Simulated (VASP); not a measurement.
```xyz
6
Lattice="-1.9835 5.8246 2.7440 1.9835 -5.8246 2.7440 1.9835 5.8246 -2.7440" Properties=species:S:1:pos:R:3 pbc="T T T"
Cu     1.9835     3.8786    -1.3059
Cu     0.0000     1.9460     1.4381
Ge     0.0000     5.8246     1.2845
Se     1.9835     1.9991     2.7255
Se     1.9835    -1.9991     2.7255
Se     1.9835     5.8246    -2.6858
```

Method: PBEsol GGA, VASP's PBE PAW potentials (set 64) (plane waves; VASP). Run with 400 eV cut-off, Gaussian smearing of 0.050 eV, potentials Cu Ge_d Se.

Task: Give the energies of bands 18 to 31 at the high-symmetry points, in eV from the Fermi level.

Result: 
```csv
band,Γ,X,F0,Λ0,R,W,S,T
18,-2.52,-2.81,-2.81,-2.56,-2.54,-2.60,-2.61,-2.76
19,-2.46,-2.51,-2.49,-2.46,-2.53,-2.56,-2.47,-2.57
20,-2.44,-2.47,-2.45,-2.46,-2.49,-2.47,-2.46,-2.45
21,-2.35,-2.44,-2.34,-2.41,-2.43,-2.46,-2.39,-2.44
22,-2.28,-1.95,-2.29,-2.33,-2.31,-2.37,-2.22,-2.31
23,-2.12,-1.69,-2.13,-1.72,-2.28,-2.08,-1.69,-2.15
24,-1.27,-1.68,-2.13,-1.25,-1.98,-1.83,-1.39,-2.05
25,-0.66,-1.02,-1.79,-1.04,-1.62,-1.60,-0.96,-1.76
26,-0.05,-0.81,-1.56,-0.35,-0.90,-1.29,-0.68,-1.52
27,0.02,0.03,-1.05,-0.32,-0.84,-0.96,-0.58,-1.34
28,0.18,0.08,0.91,-0.22,0.49,0.91,0.20,1.07
29,1.63,1.57,1.74,1.82,2.62,2.64,2.30,1.53
30,2.95,2.84,2.07,2.50,3.43,3.36,2.99,2.83
31,3.52,3.22,3.16,3.25,3.92,4.28,3.40,3.62
```

It has no gap at this level: it comes out as a metal or semimetal.

The structure comes from a computed database's Cu2GeSe3 entry (Imm2); how it stands against other phases isn't given here. It was relaxed first.
